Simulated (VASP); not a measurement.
All values below come from PBE GGA, VASP's PBE PAW potentials (set 64) (plane waves; VASP).

VASP ran on this input.

### KPOINTS
```
K-points
0
gamma
 1 1 1
```

POSCAR:
```
Ga32HP32
1.0
 11.0671092084   0.0000000000   0.0000000000
  0.0000000000  11.0671092084   0.0000000000
  0.0000000000   0.0000000000  11.0671092084
Ga P H
32 32 1
Direct
  0.5000000000   0.0000000000   0.0000000000
  0.7500000000   0.2500000000   0.0000000000
  0.7500000000   0.0000000000   0.2500000000
  0.0000000000   0.0000000000   0.0000000000
  0.2500000000   0.2500000000   0.0000000000
  0.5000000000   0.5000000000   0.0000000000
  0.7500000000   0.7500000000   0.0000000000
  0.2500000000   0.0000000000   0.2500000000
  0.5018570000   0.2545110000   0.2512540000
  0.7500000000   0.5000000000   0.2500000000
  0.5000000000   0.0000000000   0.5000000000
  0.7500000000   0.2500000000   0.5000000000
  0.7500000000   0.0000000000   0.7500000000
  0.0000000000   0.5000000000   0.0000000000
  0.2500000000   0.7500000000   0.0000000000
  0.0000000000   0.2500000000   0.2500000000
  0.2496280000   0.5004010000   0.2507020000
  0.5000000000   0.7500000000   0.2500000000
  0.0000000000   0.0000000000   0.5000000000
  0.2456200000   0.2464350000   0.4976640000
  0.4980810000   0.5003660000   0.4964600000
  0.7500000000   0.7500000000   0.5000000000
  0.2500000000   0.0000000000   0.7500000000
  0.5000000000   0.2500000000   0.7500000000
  0.7500000000   0.5000000000   0.7500000000
  0.0000000000   0.7500000000   0.2500000000
  0.0000000000   0.5000000000   0.5000000000
  0.2500000000   0.7500000000   0.5000000000
  0.0000000000   0.2500000000   0.7500000000
  0.2500000000   0.5000000000   0.7500000000
  0.5000000000   0.7500000000   0.7500000000
  0.0000000000   0.7500000000   0.7500000000
  0.6250000000   0.1250000000   0.1250000000
  0.8750000000   0.3750000000   0.1250000000
  0.8750000000   0.1250000000   0.3750000000
  0.1250000000   0.1250000000   0.1250000000
  0.3775060000   0.3754480000   0.1218650000
  0.6250000000   0.6250000000   0.1250000000
  0.8750000000   0.8750000000   0.1250000000
  0.3781230000   0.1259680000   0.3745900000
  0.6205810000   0.3716930000   0.3763330000
  0.8750000000   0.6250000000   0.3750000000
  0.6250000000   0.1250000000   0.6250000000
  0.8750000000   0.3750000000   0.6250000000
  0.8750000000   0.1250000000   0.8750000000
  0.1250000000   0.6250000000   0.1250000000
  0.3750000000   0.8750000000   0.1250000000
  0.1256170000   0.3750980000   0.3750620000
  0.3707370000   0.6222330000   0.3728250000
  0.6250000000   0.8750000000   0.3750000000
  0.1250000000   0.1250000000   0.6250000000
  0.3782530000   0.3705100000   0.6215560000
  0.6250000000   0.6250000000   0.6250000000
  0.8750000000   0.8750000000   0.6250000000
  0.3750000000   0.1250000000   0.8750000000
  0.6250000000   0.3750000000   0.8750000000
  0.8750000000   0.6250000000   0.8750000000
  0.1250000000   0.8750000000   0.3750000000
  0.1250000000   0.6250000000   0.6250000000
  0.3750000000   0.8750000000   0.6250000000
  0.1250000000   0.3750000000   0.8750000000
  0.3750000000   0.6250000000   0.8750000000
  0.6250000000   0.8750000000   0.8750000000
  0.1250000000   0.8750000000   0.8750000000
  0.3730020000   0.3733460000   0.3774440000
```

**INCAR**
```
ALGO = Fast
EDIFF = 1E-5
EDIFFG = -0.03
ENCUT = 400
GGA = PE
IBRION = 2
ISIF = 2
ISMEAR = 0
ISYM = 0
LASPH = .TRUE.
LCHARG = .FALSE.
LMAXMIX = 4
LREAL = Auto
LWAVE = .TRUE.
NELECT = 258.0
NELM = 100
NELMIN = 4
NSW = 60
PREC = Normal
SIGMA = 0.05
SYSTEM = Ga32HP32
```

POTCAR, in this order: Ga P H (PBE.64 set). Program: vasp_gam.

Output

**OSZICAR**
```
...
       N       E                     dE             d eps       ncg     rms          rms(c)
DAV:   1    -0.284662115019E+03   -0.20771E+00   -0.59888E+00   360   0.433E+00    0.149E+00
RMM:   2    -0.284696350116E+03   -0.34235E-01   -0.43497E-01   324   0.140E+00    0.388E-01
RMM:   3    -0.284701699784E+03   -0.53497E-02   -0.73205E-02   332   0.592E-01    0.284E-01
RMM:   4    -0.284701633536E+03    0.66248E-04   -0.12681E-02   340   0.250E-01    0.151E-01
RMM:   5    -0.284701759179E+03   -0.12564E-03   -0.33360E-03   333   0.117E-01    0.466E-02
RMM:   6    -0.284701802677E+03   -0.43499E-04   -0.87862E-04   352   0.583E-02    0.393E-02
RMM:   7    -0.284701828808E+03   -0.26131E-04   -0.22889E-04   319   0.275E-02    0.144E-02
RMM:   8    -0.284701821589E+03    0.72196E-05   -0.63970E-05   292   0.143E-02
   2 F= -.28470182E+03 E0= -.28470182E+03  d E =-.247428E+00
       N       E                     dE             d eps       ncg     rms          rms(c)
DAV:   1    -0.284716551751E+03   -0.14723E-01   -0.83836E-01   360   0.164E+00    0.536E-01
RMM:   2    -0.284721242357E+03   -0.46906E-02   -0.60304E-02   324   0.524E-01    0.143E-01
RMM:   3    -0.284721960175E+03   -0.71782E-03   -0.99675E-03   329   0.222E-01    0.963E-02
RMM:   4    -0.284721971663E+03   -0.11488E-04   -0.18712E-03   344   0.945E-02    0.531E-02
RMM:   5    -0.284721990094E+03   -0.18431E-04   -0.42553E-04   334   0.431E-02    0.183E-02
RMM:   6    -0.284721998207E+03   -0.81128E-05   -0.11134E-04   316   0.210E-02    0.140E-02
RMM:   7    -0.284722000964E+03   -0.27571E-05   -0.23268E-05   205   0.968E-03
   3 F= -.28472200E+03 E0= -.28472200E+03  d E =-.267608E+00
       N       E                     dE             d eps       ncg     rms          rms(c)
DAV:   1    -0.284770857475E+03   -0.48859E-01   -0.74679E-01   344   0.162E+00    0.444E-01
RMM:   2    -0.284773668601E+03   -0.28111E-02   -0.40941E-02   324   0.448E-01    0.128E-01
RMM:   3    -0.284774356489E+03   -0.68789E-03   -0.84775E-03   336   0.200E-01    0.114E-01
RMM:   4    -0.284774360301E+03   -0.38122E-05   -0.11676E-03   333   0.807E-02    0.646E-02
RMM:   5    -0.284774377483E+03   -0.17182E-04   -0.45591E-04   324   0.426E-02    0.203E-02
RMM:   6    -0.284774375358E+03    0.21257E-05   -0.10466E-04   327   0.207E-02    0.132E-02
RMM:   7    -0.284774379272E+03   -0.39139E-05   -0.63689E-05   300   0.129E-02
   4 F= -.28477438E+03 E0= -.28477438E+03  d E =-.523783E-01
       N       E                     dE             d eps       ncg     rms          rms(c)
DAV:   1    -0.284798555237E+03   -0.24180E-01   -0.24199E+00   324   0.291E+00    0.792E-01
RMM:   2    -0.284807650878E+03   -0.90956E-02   -0.13279E-01   324   0.806E-01    0.228E-01
RMM:   3    -0.284809928964E+03   -0.22781E-02   -0.27826E-02   339   0.359E-01    0.209E-01
RMM:   4    -0.284809904101E+03    0.24863E-04   -0.35218E-03   330   0.142E-01    0.115E-01
RMM:   5    -0.284809968955E+03   -0.64854E-04   -0.15028E-03   324   0.768E-02    0.378E-02
RMM:   6    -0.284809957215E+03    0.11740E-04   -0.34959E-04   344   0.376E-02    0.237E-02
RMM:   7    -0.284809971749E+03   -0.14534E-04   -0.22252E-04   318   0.235E-02    0.164E-02
RMM:   8    -0.284809962147E+03    0.96022E-05   -0.54600E-05   290   0.137E-02
   5 F= -.28480996E+03 E0= -.28480996E+03  d E =-.879612E-01
       N       E                     dE             d eps       ncg     rms          rms(c)
DAV:   1    -0.284844947464E+03   -0.34976E-01   -0.12156E+00   340   0.204E+00    0.514E-01
RMM:   2    -0.284849455873E+03   -0.45084E-02   -0.59656E-02   324   0.555E-01    0.147E-01
RMM:   3    -0.284850659090E+03   -0.12032E-02   -0.12970E-02   338   0.249E-01    0.162E-01
RMM:   4    -0.284850673493E+03   -0.14403E-04   -0.16162E-03   334   0.983E-02    0.104E-01
RMM:   5    -0.284850682734E+03   -0.92407E-05   -0.89841E-04   324   0.567E-02    0.342E-02
RMM:   6    -0.284850671738E+03    0.10996E-04   -0.13170E-04   324   0.262E-02    0.215E-02
RMM:   7    -0.284850660580E+03    0.11158E-04   -0.11560E-04   319   0.174E-02    0.818E-03
RMM:   8    -0.284850661108E+03   -0.52807E-06   -0.17489E-05   198   0.925E-03
   6 F= -.28485066E+03 E0= -.28485066E+03  d E =-.406990E-01
       N       E                     dE             d eps       ncg     rms          rms(c)
DAV:   1    -0.284860561000E+03   -0.99004E-02   -0.17906E+00   324   0.247E+00    0.622E-01
RMM:   2    -0.284867208366E+03   -0.66474E-02   -0.88025E-02   324   0.675E-01    0.179E-01
RMM:   3    -0.284868991027E+03   -0.17827E-02   -0.19144E-02   340   0.303E-01    0.197E-01
RMM:   4    -0.284869010591E+03   -0.19565E-04   -0.23399E-03   331   0.119E-01    0.126E-01
RMM:   5    -0.284869025737E+03   -0.15146E-04   -0.13104E-03   324   0.687E-02    0.411E-02
RMM:   6    -0.284869010619E+03    0.15118E-04   -0.19810E-04   331   0.318E-02    0.255E-02
RMM:   7    -0.284868995051E+03    0.15568E-04   -0.16906E-04   321   0.210E-02    0.103E-02
RMM:   8    -0.284868995653E+03   -0.60256E-06   -0.25645E-05   211   0.112E-02
   7 F= -.28486900E+03 E0= -.28486900E+03  d E =-.590335E-01
       N       E                     dE             d eps       ncg     rms          rms(c)
DAV:   1    -0.284873610207E+03   -0.46152E-02   -0.37338E-01   368   0.110E+00    0.370E-01
RMM:   2    -0.284875676361E+03   -0.20662E-02   -0.26712E-02   324   0.351E-01    0.890E-02
RMM:   3    -0.284876054345E+03   -0.37798E-03   -0.48495E-03   332   0.153E-01    0.801E-02
RMM:   4    -0.284876048633E+03    0.57118E-05   -0.75583E-04   340   0.641E-02    0.504E-02
RMM:   5    -0.284876044109E+03    0.45242E-05   -0.27176E-04   325   0.325E-02    0.145E-02
RMM:   6    -0.284876043539E+03    0.57074E-06   -0.55572E-05   275   0.160E-02
   8 F= -.28487604E+03 E0= -.28487604E+03  d E =-.704789E-02
       N       E                     dE             d eps       ncg     rms          rms(c)
DAV:   1    -0.284876048177E+03   -0.40681E-05   -0.54926E-04   368   0.432E-02    0.123E-02
RMM:   2    -0.284876051873E+03   -0.36958E-05   -0.50211E-05   271   0.153E-02    0.584E-03
RMM:   3    -0.284876052112E+03   -0.23871E-06   -0.76707E-06   188   0.625E-03    0.715E-03
RMM:   4    -0.284876051991E+03    0.12081E-06   -0.10382E-06   143   0.248E-03
   9 F= -.28487605E+03 E0= -.28487605E+03  d E =-.705634E-02
       N       E                     dE             d eps       ncg     rms          rms(c)
DAV:   1    -0.284877198700E+03   -0.11466E-02   -0.45433E-02   328   0.394E-01    0.128E-01
RMM:   2    -0.284877430726E+03   -0.23203E-03   -0.30824E-03   324   0.121E-01    0.320E-02
RMM:   3    -0.284877480992E+03   -0.50266E-04   -0.60463E-04   339   0.538E-02    0.301E-02
RMM:   4    -0.284877479644E+03    0.13478E-05   -0.78686E-05   312   0.216E-02
  10 F= -.28487748E+03 E0= -.28487748E+03  d E =-.142765E-02
       N       E                     dE             d eps       ncg     rms          rms(c)
DAV:   1    -0.284877613678E+03   -0.13269E-03   -0.11588E-02   360   0.199E-01    0.683E-02
RMM:   2    -0.284877668033E+03   -0.54355E-04   -0.78171E-04   324   0.611E-02    0.182E-02
RMM:   3    -0.284877684316E+03   -0.16283E-04   -0.18177E-04   347   0.281E-02    0.166E-02
RMM:   4    -0.284877684007E+03    0.30948E-06   -0.20045E-05   204   0.109E-02
  11 F= -.28487768E+03 E0= -.28487768E+03  d E =-.163202E-02
       N       E                     dE             d eps       ncg     rms          rms(c)
DAV:   1    -0.284878412289E+03   -0.72797E-03   -0.36802E-02   324   0.357E-01    0.102E-01
RMM:   2    -0.284878567316E+03   -0.15503E-03   -0.19980E-03   324   0.101E-01    0.281E-02
RMM:   3    -0.284878608139E+03   -0.40823E-04   -0.44077E-04   347   0.454E-02    0.282E-02
RMM:   4    -0.284878607148E+03    0.99135E-06   -0.49831E-05   266   0.176E-02
  12 F= -.28487861E+03 E0= -.28487861E+03  d E =-.923141E-03
```

### OUTCAR
```
------------------------ aborting loop because EDIFF is reached ----------------------------------------
  FORCE on cell =-STRESS in cart. coord.  units (eV):
  Direction    XX          YY          ZZ          XY          YZ          ZX
  --------------------------------------------------------------------------------------
  Total       11.4829310     11.4756981     11.4765121     -0.0712735     -0.1021148     -0.0323778
  in kB       13.5725281     13.5639791     13.5649412     -0.0842434     -0.1206971     -0.0382697
  external PRESSURE =      13.5671495 kB  Pullay stress =       0.0000000 kB
  volume of cell :     1355.51
      direct lattice vectors                 reciprocal lattice vectors
    11.067109208  0.000000000  0.000000000     0.090357832  0.000000000  0.000000000
     0.000000000 11.067109208  0.000000000     0.000000000  0.090357832  0.000000000
     0.000000000  0.000000000 11.067109208     0.000000000  0.000000000  0.090357832
  FREE ENERGIE OF THE ION-ELECTRON SYSTEM (eV)
  ---------------------------------------------------
  free  energy   TOTEN  =      -284.8786071477 eV

  energy  without entropy=     -284.8786071477  energy(sigma->0) =     -284.87860715

 reached required accuracy - stopping structural energy minimisation
```
(Selected blocks of OUTCAR.)

**CONTCAR**
```
Ga32HP32
   1.00000000000000
    11.0671092083999998    0.0000000000000000    0.0000000000000000
     0.0000000000000000   11.0671092083999998    0.0000000000000000
     0.0000000000000000    0.0000000000000000   11.0671092083999998
  Ga              P               H
    32    32     1
Direct
     0.5019184290922297    0.0010213081587858    0.0010429287429450
     0.7489899252534884    0.2483648609241585    0.0007554880987586
     0.7488104484061681    0.0009048423367375    0.2483055176306032
     0.0001107277905630    0.9998959740749406    0.9999579228971439
     0.2498872092128885    0.2497199037373108    0.9975639552397485
     0.5003695018334275    0.5003539279047806    0.9972170777679530
     0.7499377799115566    0.7499793481758199    0.0000923781603500
     0.2497580450256820    0.9974589558975661    0.2493992977709130
     0.4912952841279273    0.2583772752602465    0.2581192595318775
     0.7522331394289490    0.5002604633622164    0.2494830581611561
     0.5002483319317719    0.9973167030534192    0.4999590419690329
     0.7520016139769137    0.2496924119245580    0.5003101976168161
     0.7500236018353017    0.9996389127853493    0.7498428869301643
     0.0008600458734020    0.5018811240004321    0.0007478701821579
     0.2485110562279805    0.7487277161287075    0.0006299528100100
     0.9973753580668194    0.2495821381571159    0.2496169902102481
     0.2577467497592880    0.4917212074432742    0.2577314192552937
     0.4999972546201928    0.7520392112602131    0.2498046189749332
     0.0006733934127550    0.0007976160150835    0.5019285783346151
     0.2578410035884126    0.2575984322311246    0.4915528621480074
     0.4917832552847283    0.4917676813312090    0.4917343725222835
     0.7489730310177063    0.7488117331333360    0.5014884083985911
     0.2483861547764556    0.0007492283444594    0.7490080227725481
     0.5002911758697519    0.2494700408973669    0.7521917116715117
     0.7489212837441659    0.5015076033593546    0.7487489736912923
     0.0009066446050060    0.7491128191306639    0.2482191471922722
     0.9974317483065831    0.4999258600645728    0.4999461858527483
     0.2495690806369455    0.7521872423708893    0.5001671512561627
     0.0009075088182783    0.2481830568249884    0.7489747840920049
     0.2497103380434048    0.5000214615152335    0.7520655642334455
     0.5015677432161412    0.7491489614375787    0.7488408273980696
     0.9998747053603908    0.7495258544669179    0.7499537019732864
     0.6217825619821328    0.1283119191239028    0.1281327391963812
     0.8749624248009663    0.3750209010591920    0.1231551970319465
     0.8746540945564337    0.1232226388485139    0.3750898858124539
     0.1252588013182285    0.1252404949726606    0.1250664053951928
     0.3750156688689188    0.3752332011127548    0.1200571059801382
     0.6246904225207541    0.6247405291843052    0.1251715615580666
     0.8748282017377987    0.8750343553534616    0.1248297911921424
     0.3749466891175799    0.1200295492449459    0.3747064115726467
     0.6295308230740818    0.3749930345622605    0.3748381091602678
     0.8750041315653450    0.6265767568197346    0.3748363172124238
     0.6247230089022383    0.1249601371835294    0.6246716926146915
     0.8750043264849181    0.3748687562768732    0.6265637312140038
     0.8749355681156791    0.1246692146736596    0.8747909923989238
     0.1279254966192403    0.6218945275008719    0.1278383561554507
     0.3750499153489090    0.8746719304147237    0.1230883439761353
     0.1202116295984236    0.3747125249120088    0.3747473504598687
     0.3746555839404148    0.6293490950261630    0.3749125982035837
     0.6266088214373717    0.8747604436547258    0.3749204626725607
     0.1279560822759551    0.1277853455870248    0.6218748226752290
     0.3749748630064113    0.3746138486628789    0.6293350164032864
     0.6216260304825993    0.6217261512113883    0.6216631645575043
     0.8748880147445572    0.8745345139661468    0.6251295551410441
     0.3750214521818403    0.1231838086974535    0.8749342739165659
     0.6266678771949044    0.3750111883928304    0.8748055325047582
     0.8746270161909652    0.6250181476844555    0.8748929813472212
     0.1232487153611588    0.8750178594809697    0.3749481479104906
     0.1250892141933041    0.6245554363063724    0.6245499201054417
     0.3749483541941737    0.8750016023144003    0.6264851722503678
     0.1233147090967472    0.3748737943876903    0.8749465344225197
     0.3751130844620606    0.6265847990048612    0.8746833942515144
     0.6251348597205219    0.8748481310282299    0.8749226346328990
     0.1248672198199702    0.8746489242540892    0.8748631780241775
     0.3748277680301226    0.3745715633885096    0.3749034665631519
```

### OUTCAR
```
 val. band max:        2.9941438246   @ k =   0.0000   0.0000   0.0000

 cond. band min:       4.5028708005   @ k =   0.0000   0.0000   0.0000


 Fermi energy:         3.2415778371

 k-point     1 :       0.0000    0.0000    0.0000
  band No.  band energies     occupation
      1      -9.1678      2.00000
      2      -8.2819      2.00000
      3      -8.2594      2.00000
      4      -8.2589      2.00000
      5      -8.2083      2.00000
      6      -8.2066      2.00000
      7      -8.2052      2.00000
      8      -7.5414      2.00000
      9      -7.5172      2.00000
     10      -7.5166      2.00000
     11      -7.5130      2.00000
     12      -7.5118      2.00000
     13      -7.5115      2.00000
     14      -7.5001      2.00000
     15      -7.4999      2.00000
     16      -7.4982      2.00000
     17      -7.4140      2.00000
     18      -7.4127      2.00000
     19      -7.4103      2.00000
     20      -7.3632      2.00000
     21      -7.3627      2.00000
     22      -7.3619      2.00000
     23      -7.2734      2.00000
     24      -6.5382      2.00000
     25      -6.5372      2.00000
     26      -6.4806      2.00000
     27      -6.4717      2.00000
     28      -6.4709      2.00000
     29      -6.4674      2.00000
     30      -6.4253      2.00000
     31      -6.4239      2.00000
     32      -6.4228      2.00000
     33      -3.6349      2.00000
     34      -3.5628      2.00000
     35      -3.5621      2.00000
     36      -3.5618      2.00000
     37      -3.3910      2.00000
     38      -3.3903      2.00000
     39      -3.3898      2.00000
     40      -3.3695      2.00000
     41      -3.3678      2.00000
     42      -3.3668      2.00000
     43      -3.3033      2.00000
     44      -3.3025      2.00000
     45      -3.3009      2.00000
     46      -2.5392      2.00000
     47      -2.3179      2.00000
     48      -2.3171      2.00000
     49      -2.3164      2.00000
     50      -2.3035      2.00000
     51      -2.3030      2.00000
...
```

The cell is charged, with a uniform compensating background. The supercell is sampled at Γ alone, which is coarse: total energies, pressure and levels can be off, energies of defects by several tenths of an eV.

The cell is a supercell with a defect, built from GaP (zinc blende): H_i, charge -1. The run is not spin-polarised, so no state with unpaired spins was tried.
